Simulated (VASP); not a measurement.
Set up this calculation in VASP 6.6.1, as the native input.

```yaml
Task: single point
Functional: r2SCAN
Dispersion: D3(BJ)
Potentials_or_basis: VASP PAW PBE potentials, release 64 (O, H, C)
Cutoff: 520 eV
k_mesh: 1 × 1 × 1
Occupations: fermi-dirac, width 0.02 eV
Spin: no spin polarisation
Dipole_correction: no
Further_INCAR_settings: LREAL = Auto; ALGO = Normal; EDIFF = 1e-06; NBANDS = 39
```

The system is H10CO6.

```
CELL_PARAMETERS angstrom
5.48148 0.00000 0.00000
0.00000 5.48148 0.00000
0.00000 0.00000 5.48148
ATOMIC_POSITIONS crystal
O 0.10312 0.79080 0.73860
O 0.48506 0.02789 0.51366
O 0.35939 0.63997 0.22481
O 0.71681 0.99263 0.96532
O 0.03496 0.14280 0.25427
O 0.80400 0.43910 0.42097
H 0.22264 0.90285 0.66778
H 0.03278 0.71131 0.59687
H 0.53707 0.17760 0.43646
H 0.44621 0.91260 0.38191
H 0.52227 0.57068 0.21850
H 0.31161 0.67296 0.05775
H 0.60296 0.06808 0.85285
H 0.83823 0.91188 0.85848
H 0.89064 0.11041 0.13958
H 0.13750 0.33366 0.54539
C 0.99005 0.31510 0.40957
```

The cell was built by a generator and needn't be a form met in nature.

The input as run:

POSCAR

```
H10CO6
1.0
    5.4814800000      0.0000000000      0.0000000000
    0.0000000000      5.4814800000      0.0000000000
    0.0000000000      0.0000000000      5.4814800000
O H C
6 10 1
Direct
    0.1031151846      0.7907977553      0.7385968508
    0.4850552473      0.0278927671      0.5136568544
    0.3593933267      0.6399743616      0.2248108879
    0.7168097011     -0.0073730297      0.9653245829
    1.0349634038      0.1428024389      0.2542720235
    0.8040006189      0.4391033436      0.4209707731
    0.2226357486      0.9028471724      0.6677800268
    0.0327810550      0.7113127229      0.5968749704
    0.5370695865      0.1776006341      0.4364614868
    0.4462102027     -0.0873959720      0.3819078510
    0.5222650568      0.5706767906      0.2185048982
    0.3116089802      0.6729638294      0.0577507975
    0.6029630938      0.0680824332      0.8528545895
    0.8382264136     -0.0881236668      0.8584755658
    0.8906412889      0.1104064241      0.1395807325
    1.1374959800      0.3336573137      0.5453931170
    0.9900451115      0.3151012815      0.4095653921
```

INCAR.step1

```
SYSTEM = H10CO6
ALGO = Normal
EDIFF = 1E-4
ENCUT = 520
GGA = PE
ISMEAR = -1
LASPH = .True.
LCHARG = .False.
LREAL = Auto
LWAVE = .True.
NBANDS = 39
NELM = 80
PREC = Accurate
SIGMA = 0.02
```

INCAR.step2

```
SYSTEM = H10CO6
ALGO = Normal
EDIFF = 1E-6
ENCUT = 520
ISIF = 2
ISMEAR = -1
ISTART = 1
IVDW = 12
LASPH = .True.
LCHARG = .False.
LMIXTAU = .True.
LREAL = Auto
LWAVE = .False.
METAGGA = R2SCAN
NBANDS = 39
NELM = 80
PREC = Accurate
SIGMA = 0.02
VDW_A1 = 0.49484001
VDW_A2 = 5.73083694
VDW_S6 = 1.0
VDW_S8 = 0.78981345
```

KPOINTS

```
k-points
0
Gamma
  1 1 1
  0 0 0
```

Potentials or basis: VASP PAW PBE potentials, release 64 (O, H, C).

The run is started by

```console
$ cat potpaw_PBE.64/O/POTCAR potpaw_PBE.64/H/POTCAR potpaw_PBE.64/C/POTCAR > POTCAR
$ cp INCAR.step1 INCAR
$ mpirun -np 1 vasp_gam > vasp.out
$ cp INCAR.step2 INCAR
$ mpirun -np 1 vasp_gam > vasp.out
```

It gave:

```yaml
Pressure: -0.2 GPa
Largest_force: 0.560 eV/Å
Band_gap_on_the_k_mesh: 6.13 eV, direct
Dispersion_energy_per_atom: -0.020 eV
```

Caveat: the standard files for N, O and F lose accuracy on very short bonds; the PAW data sets were made with another functional, which shifts forces and pressure a little.

It took 51 s on 1 thread of Intel(R) Xeon(R) Platinum 8488C (Sapphire Rapids), on a shared host, peak memory 0.25 GiB.
